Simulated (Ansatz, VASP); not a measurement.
## One calculation of TaPSe4, two programs

File INCAR:

```
PREC     = Accurate       # precision mode
ENCUT    = 600            # plane-wave cutoff, eV
EDIFF    = 1E-7           # SCF threshold, eV
ISMEAR   = 0              # smearing method
SIGMA    = 0.1            # smearing width, eV
LREAL    = False          # projectors in reciprocal space
LASPH    = True           # aspherical terms in the spheres
NELM     = 100            # most SCF steps
ALGO     = Normal         # electronic algorithm
ISIF     = 3              # what is computed and relaxed
LWAVE    = False          # write WAVECAR
LCHARG   = False          # write CHGCAR
GGA      = PE             # functional
IBRION   = 2              # ionic algorithm
NSW      = 100            # ionic steps
EDIFFG   = -0.01          # ionic threshold
```

KPOINTS

```
Automatic mesh
0
Gamma
  8 8 8
```

File POSCAR:

```
TaPSe4
1.0
    0.0000000000      3.8911720600      3.8911720600
    3.8911720600      0.0000000000      3.8911720600
    3.8911720600      3.8911720600      0.0000000000
Ta P Se
1 1 4
Direct
    0.0000000000      0.0000000000      0.0000000000
    0.2500000000      0.2500000000      0.2500000000
    0.6260700927      0.6260700927      0.1217897219
    0.6260700927      0.1217897219      0.6260700927
    0.1217897219      0.6260700927      0.6260700927
    0.6260700927      0.6260700927      0.6260700927
```

Input for Ansatz:

```yaml
crystal:
  lattice:
    - [0.0, 3.89117206, 3.89117206]
    - [3.89117206, 0.0, 3.89117206]
    - [3.89117206, 3.89117206, 0.0]
  atoms:
    - { symbol: Ta, position: [0.0, 0.0, 0.0] }
    - { symbol: P, position: [0.25, 0.25, 0.25] }
    - { symbol: Se, position: [0.6260700927, 0.6260700927, 0.1217897219] }
    - { symbol: Se, position: [0.6260700927, 0.1217897219, 0.6260700927] }
    - { symbol: Se, position: [0.1217897219, 0.6260700927, 0.6260700927] }
    - { symbol: Se, position: [0.6260700927, 0.6260700927, 0.6260700927] }
basis:
  ecutwfc: 420
kpoints:
  mp_grid: { grid: [8, 8, 8] }
hamiltonian:
  xc: pbe
scf:
  occupations: { method: gaussian, width: 0.1 }
output:
  forces: true
  stress: true
  eigenvalues: true
relax:
  adjacent_minimum: "off"
  f_tol: 0.01
  max_steps: 80
  cell: { stress_tol: 0.05 }
```

Change from the starting cell: species swapped into the YErAl4 type (F-43m, No. 216).

Alike in both runs: task relaxation of cell and atoms; functional PBE; k mesh 8 × 8 × 8; occupations gaussian, width 0.1 eV; no spin polarisation.

|  | VASP | Ansatz |
| --- | --- | --- |
| version | VASP 6.6.1 | Ansatz 0.2.0 |
| potentials or method | VASP PAW PBE potentials, release 64 (Ta_pv, P, Se) | scalar-relativistic, plane waves, PAW |
| plane-wave cutoff (eV) | 600 | 420 |
| valence electrons in the cell | 40 | 82 |

```tsv
	VASP	Ansatz	Ansatz less VASP
gap on the k mesh at the Fermi level, each at its own relaxed structure (eV)	none	none	-
relaxed volume (Å³/atom)	19.50	19.49	-0.012
relaxed cell length with the largest relative difference (Å)	5.490	5.489	-0.0011
```

A gap of «none» marks a metal or a gap that the smearing closes. The two sets of potentials don't hold the same shells in valence.

Spin-orbit coupling is left out, which matters for the levels of Ta.
